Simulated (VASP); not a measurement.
Shape and ions are relaxed at each volume.

Energy against volume of TiO$_{2}$ (rutile). Method: PBE GGA, VASP's PBE PAW potentials (set 64) (plane waves; VASP 6.6.1).

```
V (Å³/atom)  E (eV/atom)
-----------  -----------
10.037          -8.91738
10.358          -8.93910
10.678          -8.94610
10.998          -8.94094
11.319          -8.92587
```

**Question.** Fit a third-order Birch-Murnaghan equation of state.

**Answer.** 
| Quantity | Result |
|---|---|
| volume per atom | 10.69 Å³/atom |
| bulk modulus | 2000 kbar |
| pressure derivative of the bulk modulus | 5.58 |

The compound is TiO2 in the rutile structure. It was relaxed first.
